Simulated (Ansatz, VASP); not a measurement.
# CdFe: VASP beside Ansatz, part 2 of 2

Wanted: the spread between two codes on one cell, functional and k mesh. The cell is invented: As first built, before any earlier steps moved the atoms (in the runner's words): it takes the MgCd structure with some of its atoms replaced by other elements, volume scaled by an estimate. It may not be a known or stable phase. The cell is taken from a series of VASP runs on this material, whose earlier steps may have relaxed, scaled or displaced it; both programs get it as it stands. Valence electrons are named where the data sets of a main pair hold unlike numbers.

VASP 6.6.1 and Ansatz 0.2.0.

So far. Step 2 (Ansatz: single point, PBE): The run ends at a pressure of 0.35 GPa, with forces up to 0.060 eV/Å.

**3. VASP: single point, PBE (continued)**

Level of this step: PBE, spin-polarised from a ferromagnetic start; plane waves and PAW (Cd, Fe); invented cell (VASP).

Numbers of over 12 decimals in the logs are rounded to 6 here.

From OUTCAR (step 3):

```text
ion  position               nearest neighbor table
   1  0.667  0.333  0.849-   3 2.87   3 2.87   3 2.87   2 3.20   2 3.20   2 3.20
   2  0.333  0.667  0.151-   4 2.87   4 2.87   4 2.87   1 3.20   1 3.20   1 3.20
   3  0.333  0.667  0.592-   4 2.38   4 2.38   4 2.38   1 2.87   1 2.87   1 2.87
   4  0.667  0.333  0.408-   3 2.38   3 2.38   3 2.38   2 2.87   2 2.87   2 2.87

  LATTYP: Found a hexagonal cell.
 ALAT       =     2.9397795890
 C/A-ratio  =     3.0629820992

 Subroutine GETGRP returns: Found 12 space group operations
 (whereof 12 operations were pure point group operations)

The static configuration has the point symmetry D_3d.

 Found     36 irreducible k-points:

   k-points           NKPTS =     36   k-points in BZ     NKDIM =     36   number of bands    NBANDS=     28

   dimension x,y,z NGX =    20 NGY =   20 NGZ =   60
   dimension x,y,z NGXF=    40 NGYF=   40 NGZF=  120

   ENCUT  =  400.0 eV  29.40 Ry    5.42 a.u.   4.79  4.79 14.68*2*pi/ulx,y,z

   NELECT =      40.0000    total number of electrons

 k-points in reciprocal lattice and weights: Automatic mesh
   0.00000000  0.00000000  0.00000000       0.003
   0.10000000  0.00000000  0.00000000       0.020
   0.20000000  0.00000000  0.00000000       0.020
   0.30000000  0.00000000  0.00000000       0.020
   0.40000000  0.00000000  0.00000000       0.020
   0.50000000  0.00000000  0.00000000       0.010
   0.10000000  0.10000000  0.00000000       0.020
   0.20000000  0.10000000  0.00000000       0.040
   0.30000000  0.10000000  0.00000000       0.040
[...]
0.40000000  0.20000000  0.33333333       0.040
   0.30000000  0.30000000  0.33333333       0.040

 average (electrostatic) potential at core
       1 -38.4723       2 -38.4723       3 -45.4035       4 -45.4035

 E-fermi :   3.6939

 spin component 1
 k-point     1 :       0.0000    0.0000    0.0000
  band No.  band energies     occupation
    ...
     20       2.2854      1.00000
     21       2.2854      1.00000
     22       3.1262      0.99999
     23       3.1262      0.99999
     24       3.6898      0.52079
     25       5.4315      0.00000
     26      14.4412      0.00000
     27      14.4745      0.00000
     28      18.7040      0.00000

 k-point     2 :       0.1000    0.0000    0.0000
  band No.  band energies     occupation
    ...
     19       1.8112      1.00000
     20       2.2449      1.00000
     21       2.2846      1.00000
     22       2.6990      1.00000
     23       3.1359      0.99999
     24       4.2937      0.00001
     25       5.6135      0.00000
     26      14.6469      0.00000
     27      14.6774      0.00000
     28      16.1304      0.00000

 k-point     3 :       0.2000    0.0000    0.0000
  band No.  band energies     occupation
    ...
     19       2.0167      1.00000
     20       2.1365      1.00000
     21       2.3188      1.00000
     22       2.4036      1.00000
     23       3.1494      0.99998
     24       5.3343      0.00000
     25       6.1527      0.00000
     26      12.2888      0.00000
     27      14.1631      0.00000
     28      14.6749      0.00000

 k-point     4 :       0.3000    0.0000    0.0000
  band No.  band energies     occupation
    ...
     19       1.8298      1.00000
     20       2.2465      1.00000
     21       2.4230      1.00000
     22       2.5688      1.00000
     23       3.1475      0.99998
     24       6.6688      0.00000
     25       6.9919      0.00000
     26       8.6976      0.00000
     27      10.7429      0.00000
     28      11.5176      0.00000

 k-point     5 :       0.4000    0.0000    0.0000
  band No.  band energies     occupation
    ...
     19       2.2538      1.00000
     20       2.4976      1.00000
     21       2.5826      1.00000
     22       2.9998      1.00000
     23       3.1467      0.99998
     24       5.5340      0.00000
     25       7.0470      0.00000
     26       7.8121      0.00000
     27       8.4262      0.00000
     28       9.7684      0.00000

 k-point     6 :       0.5000    0.0000    0.0000
  band No.  band energies     occupation
    ...
     19       2.4034      1.00000
     20       2.7532      1.00000
     21       2.9719      1.00000
     22       3.1576      0.99998
     23       3.2629      0.99982
     24       4.3655      0.00000
     25       5.9651      0.00000
     26       6.0604      0.00000
     27       9.6467      0.00000
     28      10.8808      0.00000

  Total       -0.0246279     -0.0246279      0.0253522      0.0000000      0.0000000      0.0000000
  in kB       -0.5854886     -0.5854887      0.6027089      0.0000000      0.0000000      0.0000000
  external PRESSURE =      -0.1894228 kB  Pullay stress =       0.0000000 kB

  energy-cutoff  :      400.00
  volume of cell :       67.39
      direct lattice vectors                 reciprocal lattice vectors
     2.939779589  0.000000000  0.000000000     0.340161556  0.196392358  0.000000000
    -1.469889795  2.545923907  0.000000000     0.000000000  0.392784716  0.000000000
     0.000000000  0.000000000  9.004492257     0.000000000  0.000000000  0.111055679

 POSITION                                       TOTAL-FORCE (eV/Angst)
 -----------------------------------------------------------------------------------
      1.46989      0.84864      7.64916        -0.000000      0.000000      0.002678
     -0.00000      1.69728      1.35534         0.000000     -0.000000     -0.002678
     -0.00000      1.69728      5.33506         0.000000     -0.000000     -0.003250
      1.46989      0.84864      3.66943        -0.000000      0.000000      0.003250
 -----------------------------------------------------------------------------------
    total drift:                               -0.000000      0.000000      0.000000

  FREE ENERGIE OF THE ION-ELECTRON SYSTEM (eV)
  ---------------------------------------------------
  free  energy   TOTEN  =       -16.8732312113 eV

  energy  without entropy=      -16.8468665047  energy(sigma->0) =      -16.86004886

 total charge
# of ion       s       p       d       tot
------------------------------------------
    1        0.536   0.364   9.475  10.375
    2        0.536   0.364   9.475  10.375
    3        0.426   0.378   6.199   7.004
    4        0.426   0.378   6.199   7.004
--------------------------------------------------
tot          1.925   1.484  31.349  34.758

 magnetization (x)
# of ion       s       p       d       tot
------------------------------------------
    1       -0.016  -0.012   0.004  -0.024
    2       -0.016  -0.012   0.004  -0.024
    3       -0.009  -0.025   2.658   2.624
    4       -0.009  -0.025   2.658   2.624
--------------------------------------------------
tot         -0.050  -0.073   5.324   5.201

[... 6 further parts left out ...]
```

The magnetic state follows from one typed start and may not be the lowest. The k-mesh is coarse for a metal. LASPH is off, so gradient terms of the non-spherical density inside the spheres are left out; for open d or f shells this can shift gaps and moments.

**4. Comparison**

Known differences besides the potentials themselves: the data sets hold 72 valence electrons in Ansatz (on its default PAW (the set named soft_2) files) and 40 in VASP; the cutoff is 420 eV in Ansatz and 400 eV in VASP; VASP leaves aspherical gradient terms in its spheres out (LASPH is not set), Ansatz keeps them; site moments are counted in spheres of each program's own size. Total energies have different zeros and are not compared.

Compared:

```csv
quantity,Ansatz,VASP,difference
pressure (GPa),0.35,-0.02,+0.36
pressure without Ansatz's Pulay correction (GPa),0.27,-0.02,+0.29
total moment (μB),5.17,5.21,-0.04
moment on Fe4 (μB),2.60,2.62,-0.02
moment on Fe3 (μB),2.60,2.62,-0.02
```

At this near-relaxed geometry the largest component of a force difference is 63 meV/Å. Ansatz's pressure holds a Pulay correction of 0.07 GPa; VASP's holds none.

**5. Further runs**

Further runs change the set-up of one program: Ansatz's method, potentials or start, or VASP's data sets, cutoff or form of LDA. The table gives Ansatz less VASP for each quantity, since a change that brings one quantity closer may part another.

```csv
run,r.m.s. force difference (meV/Å),pressure (GPa),total moment (μB),pressure without Ansatz's Pulay correction (GPa)
as above,26,0.36,-0.036,0.29
Ansatz's larger PAW set (cutoff 950 eV),26,0.34,-0.040,
norm-conserving potentials (cutoff 1225 eV),21,0.26,-0.043,0.21
```

**6. Results**

```yaml
r_m_s_force_difference_single_point_pbe: 26 meV/Å
```

The r.m.s. force difference is 26 meV/Å (single point, PBE), beyond the 12 meV/Å picked in this series as the mark of a large difference. The data sets hold unlike numbers of valence electrons (72 in Ansatz and 40 in VASP), so part of the differences comes from the potentials. Single point, PBE, norm-conserving potentials (cutoff 1225 eV): the difference in pressure goes from 0.36 to 0.26 GPa; the difference in pressure without Ansatz's Pulay correction goes from 0.29 to 0.21 GPa. How closely two codes agree says nothing of how well the functional describes the real material.

[Lines on the potential files, build, host, timing and source positions are cut from VASP's logs without a mark.]

[Logs are printed without paths, hosts, clocks, repeated set-up lines and the standing remarks that a program may print on its own settings, such as how far it seeks lower states.]

[Hosts, paths, dates, database ids (printed as entryN), source tags and the programs' standing remarks are cut or masked in the printed files.]
